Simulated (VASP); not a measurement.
Here is a VASP 6.6.1 calculation.

The input INCAR:

```
SYSTEM = ZrB2
ALGO     = Normal         ! electronic algorithm
EDIFF    = 1E-7           ! SCF threshold, eV
EDIFFG   = -0.005         ! ionic threshold
ENCUT    = 600            ! plane-wave cutoff, eV
GGA      = PE             ! functional
IBRION   = 2              ! ionic algorithm
ISIF     = 3              ! what is computed and relaxed
ISMEAR   = 1              ! smearing method
LASPH    = .TRUE.         ! aspherical terms in the spheres
LCHARG   = .FALSE.        ! write CHGCAR
LREAL    = .FALSE.        ! projectors in reciprocal space
LWAVE    = .FALSE.        ! write WAVECAR
NELM     = 80             ! most SCF steps
NSW      = 90             ! ionic steps
PREC     = Accurate       ! precision mode
SIGMA    = 0.1            ! smearing width, eV
```

KPOINTS

```
k-points
0
G
  15 15 10
  0 0 0
```

File POSCAR:

```
ZrB2                                    
1.0
    3.1724769367      0.0000000000      0.0000000000
   -1.5862384683      2.7474456201     -0.0000000000
    0.0000000000     -0.0000000000      3.5412150842
  Zr              B             
     1     2
Direct
     0.0000000000000000    0.0000000000000000    1.0000000000000000
     0.3333333332999970    0.6666666667000030    0.5000000000000000
     0.6666666667000030    0.3333333332999970    0.5000000000000000
```

Potentials or basis: VASP PAW PBE potentials, release 64 (Zr_sv, B).

Run with:

```bash
$ cat potpaw_PBE.64/Zr_sv/POTCAR potpaw_PBE.64/B/POTCAR > POTCAR
$ mpirun -np 1 vasp_std > vasp.out
```

Q: Predict the band gap on the k mesh.

A: None (metal or under the smearing width).

Final structure:
```cif
data_structure
_symmetry_space_group_name_H-M 'P 1'
_symmetry_Int_Tables_number 1
_cell_length_a 3.1725
_cell_length_b 3.1725
_cell_length_c 3.5412
_cell_angle_alpha 90.000
_cell_angle_beta 90.000
_cell_angle_gamma 120.000
_cell_volume 30.87
loop_
_atom_site_label
_atom_site_type_symbol
_atom_site_fract_x
_atom_site_fract_y
_atom_site_fract_z
_atom_site_occupancy
Zr1 Zr 0.00000 0.00000 0.00000 1
B1 B 0.33333 0.66667 0.50000 1
B2 B 0.66667 0.33333 0.50000 1
```

Caveat: the relaxation stopped at its first step, so nothing moved.
